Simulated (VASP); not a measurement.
# Band edges against the vacuum: BAs(110), part 2 of 3

Where do the bulk band edges lie against the vacuum outside BAs(110)?

VASP 6.6.1; r2SCAN; plane waves and PAW (B, As).

So far, gap on the k-mesh (eV): step 3 (band edges of the bulk) 1.39.

## Step 4: Relaxing the slab

System of this step: BAs(110). The cell holds 18 atoms: 9 B and 9 As. Its edges and angles: a = 3.385 Å, b = 4.787 Å, c = 29.539 Å, α = 90.0°, β = 90.0°, γ = 90.0°. It derives from BAs. 9 layers, cut at this functional's lattice. Vacuum lies along c.

All atoms relax at the fixed cell.

File INCAR:

```
SYSTEM = BAs
PREC = Normal
ENCUT = 360
EDIFF = 1E-05
NELM = 120
ISMEAR = 0
SIGMA = 0.03
LREAL = Auto
ALGO = Normal
METAGGA = R2SCAN
LASPH = .TRUE.
NBANDS = 54
LORBIT = 11
LWAVE = .FALSE.
LCHARG = .FALSE.
KPAR = 4
IBRION = 2
NSW = 60
ISIF = 2
EDIFFG = -0.03
POTIM = 0.4
MAXMIX = 40
IDIPOL = 3
LDIPOL = .TRUE.
DIPOL = 0.5 0.5 0.5
```

File POSCAR:

```
BAs
1.0
    3.3846662958      0.0000000000      0.0000000000
    0.0000000000      4.7866409796      0.0000000000
    0.0000000000      0.0000000000     29.5386651831
B As
9 9
Direct
    0.0000000000      0.0000000000      0.2708314700
    0.5000000000      0.5000000000      0.3281236000
    0.0000000000      0.0000000000      0.3854157300
    0.5000000000      0.5000000000      0.4427078700
    0.0000000000      0.0000000000      0.5000000000
    0.5000000000      0.5000000000      0.5572921300
    0.0000000000      0.0000000000      0.6145842700
    0.5000000000      0.5000000000      0.6718764000
    0.0000000000      0.0000000000      0.7291685300
    0.0000000000      0.7500000000      0.3281236000
    0.5000000000      0.2500000000      0.2708314700
    0.0000000000      0.7500000000      0.4427078700
    0.5000000000      0.2500000000      0.3854157300
    0.0000000000      0.7500000000      0.5572921300
    0.5000000000      0.2500000000      0.5000000000
    0.0000000000      0.7500000000      0.6718764000
    0.5000000000      0.2500000000      0.6145842700
    0.5000000000      0.2500000000      0.7291685300
```

File KPOINTS:

```
Automatic mesh
0
Gamma
7 5 1
0 0 0
```

PAW data sets: B and As (PBE family, release 64).

On the command line:

```bash
$ mpirun -np 4 vasp_std
```

Log:

```text
[banner, memory and clock lines left out]
running    4 mpi-ranks, on    1 nodes
 distrk:  each k-point on    1 cores,    4 groups
 distr:  one band on    1 cores,    1 groups

 POSCAR found type information on POSCAR B As
 POSCAR found :  2 types and      18 ions
 [... a notice as in an earlier step ...]

 LDA part: xc-table for (None), standard interpolation
 POSCAR, INCAR and KPOINTS ok, starting setup
 FFT: planning ... GRIDC
 FFT: planning ... GRID_SOFT
 FFT: planning ... GRID
 WAVECAR not read
 entering main loop
       N       E                     dE             d eps       ncg     rms          rms(c)
DAV:   1     0.217777062912E+03    0.21778E+03   -0.23112E+04  1296   0.819E+02
DAV:   2    -0.174327577454E+03   -0.39210E+03   -0.37637E+03  1706   0.185E+02
DAV:   3    -0.208387769312E+03   -0.34060E+02   -0.33397E+02  1584   0.576E+01
DAV:   4    -0.209397119432E+03   -0.10094E+01   -0.10053E+01  1864   0.100E+01
DAV:   5    -0.209420242765E+03   -0.23123E-01   -0.23097E-01  1776   0.141E+00    0.145E+01
DAV:   6    -0.195542970233E+03    0.13877E+02   -0.56946E+00  1528   0.816E+00    0.832E+00
DAV:   7    -0.195208869556E+03    0.33410E+00   -0.20370E+00  1680   0.473E+00    0.196E+00
DAV:   8    -0.195208217240E+03    0.65232E-03   -0.23774E-01  1656   0.184E+00    0.651E-01
DAV:   9    -0.195210499505E+03   -0.22823E-02   -0.24867E-02  1680   0.528E-01    0.399E-01
DAV:  10    -0.195214514930E+03   -0.40154E-02   -0.31845E-03  1544   0.242E-01    0.938E-02
DAV:  11    -0.195215868146E+03   -0.13532E-02   -0.97135E-04  1592   0.121E-01    0.412E-02
DAV:  12    -0.195216644265E+03   -0.77612E-03   -0.20045E-04  1624   0.484E-02    0.266E-02
DAV:  13    -0.195217836565E+03   -0.11923E-02   -0.39167E-04  1602   0.546E-02    0.131E-02
DAV:  14    -0.195218303452E+03   -0.46689E-03   -0.86562E-05  1586   0.259E-02    0.957E-03
DAV:  15    -0.195218700807E+03   -0.39735E-03   -0.73760E-05  1346   0.228E-02    0.392E-03
DAV:  16    -0.195218810255E+03   -0.10945E-03   -0.22803E-05  1324   0.125E-02    0.398E-03
DAV:  17    -0.195218847120E+03   -0.36865E-04   -0.39443E-06  1196   0.662E-03    0.224E-03
DAV:  18    -0.195218871688E+03   -0.24569E-04   -0.55050E-06  1226   0.663E-03    0.129E-03
DAV:  19    -0.195218893682E+03   -0.21994E-04   -0.22582E-06  1094   0.598E-03    0.898E-04
DAV:  20    -0.195218899741E+03   -0.60585E-05   -0.15581E-06  1068   0.555E-03
   1 F= -.19521890E+03 E0= -.19521890E+03  d E =-.195219E+03
 curvature:   0.00 expect dE= 0.000E+00 dE for cont linesearch  0.000E+00
 trial: gam= 0.00000 g(F)=  0.128E+01 g(S)=  0.000E+00 ort = 0.000E+00 (trialstep = 0.100E+01)
 search vector abs. value=  0.128E+01
 bond charge predicted
       N       E                     dE             d eps       ncg     rms          rms(c)
DAV:   1    -0.196058920547E+03   -0.84003E+00   -0.26221E+01  1344   0.176E+01    0.159E+00
DAV:   2    -0.196170787126E+03   -0.11187E+00   -0.81493E-01  1642   0.296E+00    0.784E-01
DAV:   3    -0.196182062281E+03   -0.11275E-01   -0.39611E-02  1654   0.712E-01    0.453E-01
DAV:   4    -0.196189926771E+03   -0.78645E-02   -0.12108E-02  1616   0.482E-01    0.144E-01
DAV:   5    -0.196192236909E+03   -0.23101E-02   -0.24820E-03  1486   0.202E-01    0.516E-02
DAV:   6    -0.196193531299E+03   -0.12944E-02   -0.56221E-04  1524   0.909E-02    0.315E-02
DAV:   7    -0.196193682208E+03   -0.15091E-03   -0.12749E-04  1584   0.391E-02    0.258E-02
DAV:   8    -0.196193729051E+03   -0.46843E-04   -0.15052E-05  1212   0.159E-02    0.119E-02
DAV:   9    -0.196193778878E+03   -0.49827E-04   -0.89606E-06  1098   0.117E-02    0.285E-03
DAV:  10    -0.196193792433E+03   -0.13556E-04   -0.20227E-06  1032   0.618E-03    0.272E-03
DAV:  11    -0.196193805792E+03   -0.13359E-04   -0.11075E-06   984   0.521E-03    0.423E-04
DAV:  12    -0.196193811129E+03   -0.53370E-05   -0.51090E-07   936   0.346E-03
   2 F= -.19619381E+03 E0= -.19619381E+03  d E =-.974911E+00
[... from here on, the cycles between the ionic steps are left out ...]
   3 F= -.19654514E+03 E0= -.19654514E+03  d E =-.132624E+01
   4 F= -.19655308E+03 E0= -.19655308E+03  d E =-.133418E+01
   5 F= -.19686756E+03 E0= -.19686756E+03  d E =-.314475E+00
   6 F= -.19693432E+03 E0= -.19693432E+03  d E =-.381241E+00
   7 F= -.19700859E+03 E0= -.19700859E+03  d E =-.742657E-01
   8 F= -.19701121E+03 E0= -.19701121E+03  d E =-.768906E-01
   9 F= -.19703020E+03 E0= -.19703020E+03  d E =-.189891E-01
  10 F= -.19703061E+03 E0= -.19703061E+03  d E =-.193937E-01
  11 F= -.19703845E+03 E0= -.19703845E+03  d E =-.784412E-02
  12 F= -.19703853E+03 E0= -.19703853E+03  d E =-.792590E-02
  13 F= -.19704343E+03 E0= -.19704343E+03  d E =-.489461E-02
  14 F= -.19704647E+03 E0= -.19704647E+03  d E =-.793320E-02
  15 F= -.19704850E+03 E0= -.19704850E+03  d E =-.203299E-02
  16 F= -.19704860E+03 E0= -.19704860E+03  d E =-.212999E-02
 curvature:  -1.34 expect dE=-0.113E-02 dE for cont linesearch -0.754E-08
 trial: gam= 0.31330 g(F)=  0.843E-03 g(S)=  0.000E+00 ort = 0.511E-05 (trialstep = 0.181E+01)
 search vector abs. value=  0.130E-02
 bond charge predicted
       N       E                     dE             d eps       ncg     rms          rms(c)
DAV:   1    -0.197048830556E+03   -0.23723E-03   -0.85591E-02  1308   0.104E+00    0.805E-02
DAV:   2    -0.197049373638E+03   -0.54308E-03   -0.42715E-03  1564   0.216E-01    0.454E-02
DAV:   3    -0.197049427274E+03   -0.53636E-04   -0.20930E-04  1602   0.552E-02    0.200E-02
DAV:   4    -0.197049467210E+03   -0.39936E-04   -0.25741E-05  1186   0.215E-02    0.130E-02
DAV:   5    -0.197049490020E+03   -0.22810E-04   -0.12470E-05  1090   0.137E-02    0.109E-02
DAV:   6    -0.197049481028E+03    0.89920E-05   -0.21845E-06  1034   0.690E-03
  17 F= -.19704948E+03 E0= -.19704948E+03  d E =-.884467E-03
 trial-energy change:   -0.000884  1 .order   -0.000822   -0.001533   -0.000111
 step:   1.9249(harm=  1.9558)  dis= 0.00591  next Energy=  -197.049484 (dE=-0.888E-03)
 reached required accuracy - stopping structural energy minimisation
```

Wall time 16 min (4 MPI ranks of Intel Xeon Platinum 8488C (Sapphire Rapids), shared host); peak memory 1.3 GiB.

OUTCAR, selected parts (step 4):

```text
  LATTYP: Found a simple orthorhombic cell.
 ALAT       =     3.3846662958
 B/A-ratio  =     1.4142135624
 C/A-ratio  =     8.7272016210

 Subroutine GETGRP returns: Found  4 space group operations
 (whereof  4 operations were pure point group operations)

The static configuration has the point symmetry C_2v.

 Found     12 irreducible k-points:

   k-points           NKPTS =     12   k-points in BZ     NKDIM =     12   number of bands    NBANDS=     54

   dimension x,y,z NGX =    16 NGY =   24 NGZ =  140
   dimension x,y,z NGXF=    32 NGYF=   48 NGZF=  280

   ENCUT  =  360.0 eV  26.46 Ry    5.14 a.u.   5.24  7.41 45.70*2*pi/ulx,y,z

   NELECT =      72.0000    total number of electrons

 dipolmoment           0.000000      0.000000      0.000000 electrons x Angstroem

 E-fermi :   0.5729

 k-point     1 :       0.0000    0.0000    0.0000
  band No.  band energies     occupation
    ...
     32      -0.1771      2.00000
     33       0.1073      2.00000
     34       0.1985      2.00000
     35       0.3425      2.00000
     36       0.4329      2.00000
     37       2.2063      0.00000
     38       2.4013      0.00000
     39       2.4685      0.00000
     40       2.8726      0.00000
     41       3.0313      0.00000
    ...

 k-point     2 :       0.1429    0.0000    0.0000
  band No.  band energies     occupation
    ...
     32      -1.2086      2.00000
     33      -1.0711      2.00000
     34      -0.8921      2.00000
     35      -0.3109      2.00000
     36      -0.1264      2.00000
     37       2.2470      0.00000
     38       2.5721      0.00000
     39       3.3169      0.00000
     40       3.4121      0.00000
     41       3.4208      0.00000
    ...

  Total       -2.4701587      0.6064949     -1.0248011      0.0000000      0.0000000      0.0000000
  in kB       -8.2698543      2.0304867     -3.4309358      0.0000000      0.0000000      0.0000000
  external PRESSURE =      -3.2234345 kB  Pullay stress =       0.0000000 kB

  energy-cutoff  :      360.00
  volume of cell :      478.56
      direct lattice vectors                 reciprocal lattice vectors
     3.384666296  0.000000000  0.000000000     0.295450101  0.000000000  0.000000000
     0.000000000  4.786640980  0.000000000     0.000000000  0.208914770  0.000000000
     0.000000000  0.000000000 29.538665183     0.000000000  0.000000000  0.033853933

 POSITION                                       TOTAL-FORCE (eV/Angst)
 -----------------------------------------------------------------------------------
      0.00000      0.24101      8.35625         0.000000      0.016519      0.003318
      1.69233      2.35018      9.66120         0.000000      0.020095      0.015207
      3.38467      4.75466     11.38446         0.000000     -0.015785      0.018873
      1.69233      2.35493     13.06955        -0.000000     -0.000542     -0.002146
      0.00000      4.75085     14.76933         0.000000      0.012663      0.000000
      1.69233      2.35493     16.46911        -0.000000     -0.000542      0.002146
      0.00000      4.75466     18.15420         0.000000     -0.015785     -0.018873
      1.69233      2.35018     19.87746         0.000000      0.020095     -0.015207
      0.00000      0.24101     21.18241         0.000000      0.016519     -0.003318
      0.00000      3.52614      9.67458         0.000000     -0.012102      0.019228
      1.69233      1.23805      7.81528         0.000000     -0.016505      0.000254
      3.38467      3.55347     13.07273         0.000000     -0.000149      0.016872
      1.69233      1.16303     11.36328         0.000000      0.009521      0.026887
      3.38467      3.55347     16.46594         0.000000     -0.000149     -0.016872
      1.69233      1.16263     14.76933         0.000000     -0.014770      0.000000
      0.00000      3.52614     19.86409         0.000000     -0.012102     -0.019228
      1.69233      1.16303     18.17539         0.000000      0.009521     -0.026887
      1.69233      1.23805     21.72339         0.000000     -0.016505     -0.000254
 -----------------------------------------------------------------------------------
    total drift:                               -0.000000      0.138750      0.000013

  FREE ENERGIE OF THE ION-ELECTRON SYSTEM (eV)
  ---------------------------------------------------
  free  energy   TOTEN  =      -197.0494810281 eV

  energy  without entropy=     -197.0494810281  energy(sigma->0) =     -197.04948103

 vacuum level on the upper side and lower side of the slab         5.620         5.620

 total charge
# of ion       s       p       d       tot
------------------------------------------
    1        0.724   1.019   0.000   1.743
    2        0.672   1.116   0.000   1.787
    3        0.672   1.143   0.000   1.815
    4        0.669   1.153   0.000   1.822
    5        0.669   1.154   0.000   1.823
    6        0.669   1.153   0.000   1.822
    7        0.672   1.143   0.000   1.815
    8        0.672   1.116   0.000   1.787
    9        0.724   1.019   0.000   1.743
   10        1.175   1.704   0.094   2.973
   11        1.227   1.607   0.061   2.895
   12        1.173   1.688   0.091   2.951
   13        1.174   1.688   0.091   2.953
   14        1.173   1.688   0.091   2.951
   15        1.172   1.689   0.090   2.952
   16        1.175   1.704   0.094   2.973
   17        1.174   1.688   0.091   2.953
   18        1.227   1.607   0.061   2.895
--------------------------------------------------
tot         16.812  25.077   0.764  42.652

[... 1 part as in an earlier step ...]

[... 7 further parts left out ...]
```

CONTCAR:

```
BAs
   1.00000000000000
     3.3846662957999998    0.0000000000000000    0.0000000000000000
     0.0000000000000000    4.7866409795999996    0.0000000000000000
     0.0000000000000000    0.0000000000000000   29.5386651831000009
  B               As
     9     9
Direct
     0.0000000000000000    0.0503507513987694    0.2828919901732739
     0.5000000000000000    0.4909867203316602    0.3270696485617758
     1.0000000000000000    0.9933196638595423    0.3854088560641901
     0.5000000000000000    0.4919788308531553    0.4424558108741410
     0.0000000000000000    0.9925220421897861    0.5000000000000000
     0.5000000000000000    0.4919788308531553    0.5575441891258589
     0.0000000000000000    0.9933196638595423    0.6145911439358099
     0.5000000000000000    0.4909867203316602    0.6729303514382239
     0.0000000000000000    0.0503507513987694    0.7171080098267261
     0.0000000000000000    0.7366627382392431    0.3275225513437610
     0.5000000000000000    0.2586475703490438    0.2645779229791188
     1.0000000000000000    0.7423731241473946    0.4425632892695091
     0.5000000000000000    0.2429747829795221    0.3846915773884249
     1.0000000000000000    0.7423731241473945    0.5574367107304912
     0.5000000000000000    0.2428895934935529    0.5000000000000000
     0.0000000000000000    0.7366627382392431    0.6724774486562387
     0.5000000000000000    0.2429747829795221    0.6153084226115751
     0.5000000000000000    0.2586475703490438    0.7354220770208815
```

The run keeps the 4 symmetry operations of its start, so it cannot find a distortion of lower symmetry.

The steps of the relaxation:

| step | energy less that of the first step (eV) | largest force (eV/Å) |
| --- | --- | --- |
| 1 | 0.0000 | 3.0307 |
| 2 | -0.9749 | 2.0000 |
| 3 | -1.3262 | 1.0099 |
| 4 | -1.3342 | 1.0955 |
| 5 | -1.6487 | 0.7424 |
| 6 | -1.7154 | 0.6998 |
| 7 | -1.7897 | 0.3875 |
| 8 | -1.7923 | 0.2875 |
| 9 | -1.8113 | 0.1985 |
| 10 | -1.8117 | 0.2305 |
| 11 | -1.8196 | 0.1304 |
| 12 | -1.8196 | 0.1305 |
| 13 | -1.8245 | 0.0925 |
| 14 | -1.8276 | 0.0822 |
| 15 | -1.8296 | 0.0654 |
| 16 | -1.8297 | 0.0600 |
| 17 | -1.8306 | 0.0285 |

The atoms that moved most (Å):

| atom | dx | dy | dz | length |
| --- | --- | --- | --- | --- |
| B9 | 0.000 | 0.241 | -0.356 | 0.430 |
| B1 | 0.000 | 0.241 | 0.356 | 0.430 |
| As11 | 0.000 | 0.041 | -0.185 | 0.189 |
| As18 | 0.000 | 0.041 | 0.185 | 0.189 |
| As16 | 0.000 | -0.064 | 0.018 | 0.066 |
| As10 | 0.000 | -0.064 | -0.018 | 0.066 |
| B2 | 0.000 | -0.043 | -0.031 | 0.053 |
| B8 | 0.000 | -0.043 | 0.031 | 0.053 |

The relaxed structure:

```xyz
18
Lattice="3.3847 0.0000 0.0000 0.0000 4.7866 0.0000 0.0000 0.0000 29.5387" Properties=species:S:1:pos:R:3
B     0.0000    0.2410    8.3563
B     1.6923    2.3502    9.6612
B     0.0000   -0.0320   11.3845
B     1.6923    2.3549   13.0696
B     0.0000   -0.0358   14.7693
B     1.6923    2.3549   16.4691
B     0.0000   -0.0320   18.1542
B     1.6923    2.3502   19.8775
B     0.0000    0.2410   21.1824
As    0.0000    3.5261    9.6746
As    1.6923    1.2381    7.8153
As    0.0000    3.5535   13.0727
As    1.6923    1.1630   11.3633
As    0.0000    3.5535   16.4659
As    1.6923    1.1626   14.7693
As    0.0000    3.5261   19.8641
As    1.6923    1.1630   18.1754
As    1.6923    1.2381   21.7234
```

This step gave:

```yaml
electronic_steps: 117
electrons: 72
free_energy_toten: -197.0495 eV
fermi_energy: 0.5729 eV
dipole_moment: 0, 0, 0 e·Å
gap_on_the_k_mesh: 0.6574 eV
least_direct_gap_on_the_k_mesh: 1.773 eV
```

The run ended after 17 ionic steps, 1.831 eV below its first step, once the forces on the free atoms met EDIFFG = -0.03.

[end of part 2 of 3]

[Lines on the potential files, build, host, timing and source positions are cut from VASP's logs without a mark.]

[Logs are printed without paths, hosts, clocks, repeated set-up lines and the standing remarks that a program may print on its own settings, such as how far it seeks lower states.]

[Hosts, paths, dates, database ids (printed as entryN), source tags and the programs' standing remarks are cut or masked in the printed files.]

[Runs that stopped without an error message from VASP are left out.]
